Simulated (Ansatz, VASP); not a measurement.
This is a calculation of K3Pd for Ansatz 0.2.0. The cell comes from a database or a generator and needn't be the stable form of this composition.

File input.yaml:

```yaml
crystal:
  lattice:
    - [5.445013, 0.0, 0.0]
    - [0.0, 5.445013, 0.0]
    - [0.0, 0.0, 5.445013]
  atoms:
    - { symbol: Pd, position: [0.0, 0.0, 0.0] }
    - { symbol: K, position: [0.0, 0.5, 0.5] }
    - { symbol: K, position: [0.5, 0.0, 0.5] }
    - { symbol: K, position: [0.5, 0.5, 0.0] }
hamiltonian:
  xc: rpbe
  pseudopotentials: { kind: paw }
kpoints:
  mp_grid: { grid: [5, 5, 5] }
scf:
  occupations: { method: gaussian, width: 0.02 }
output:
  forces: true
  stress: true
  eigenvalues: true
```

Potentials or basis: Ansatz PAW.

The run is started by

```bash
$ ansatz run input.yaml --threads 2 --pin off --max-ram 5632MiB --backend cpu --events-out ev --progress --plain --runs-dir out
```

Problem. Translate it to VASP 6.6.1. Potentials or basis there: PBE PAW files K_sv, Pd, 520 eV.

Solution. As run (cutoffs and basis follow the program's own potentials, and thresholds, step limits or extra output files can differ):

Contents of INCAR:

```
SYSTEM = K3Pd
PREC = Accurate
ENCUT = 520
EDIFF = 1E-6
ISMEAR = 0
SIGMA = 0.02
LREAL = .FALSE.
LASPH = .TRUE.
NELM = 60
ALGO = Normal
ISIF = 2
LWAVE = .FALSE.
LCHARG = .TRUE.
GGA = RP
LELF = .TRUE.
LVHAR = .TRUE.
NBANDS = 26
```

The input KPOINTS:

```
regular mesh
0
G
  5 5 5
  0 0 0
```

The input POSCAR:

```
K3Pd
5.445
    1.000002387511      0.000000000000      0.000000000000
    0.000000000000      1.000002387511      0.000000000000
    0.000000000000      0.000000000000      1.000002387511
Pd K
1 3
Direct
    0.0000000000      0.0000000000      0.0000000000
    0.0000000000      0.5000000000      0.5000000000
    0.5000000000      0.0000000000      0.5000000000
    0.5000000000      0.5000000000      0.0000000000
```

Potentials or basis: VASP PAW PBE potentials, release 64 (Pd, K_sv).

Command:

```bash
$ cat potpaw_PBE.64/Pd/POTCAR potpaw_PBE.64/K_sv/POTCAR > POTCAR
$ mpirun -np 1 vasp_std > vasp.out
```

Both were run:

|  | Ansatz | VASP |
| --- | --- | --- |
| Pressure | 0.9 GPa | 0.9 GPa |

Ansatz's pressure holds a Pulay term of +0.01 GPa for its cutoff of 420 eV, which the other run lacks.

The potentials hold 45 and 37 valence electrons a cell.

Ansatz's potentials were made for PBE. VASP's potentials were made for PBE.

Where Ansatz's input types no cutoff or centring, it takes its own default and a Γ-centred mesh.

Pressure is positive in compression.
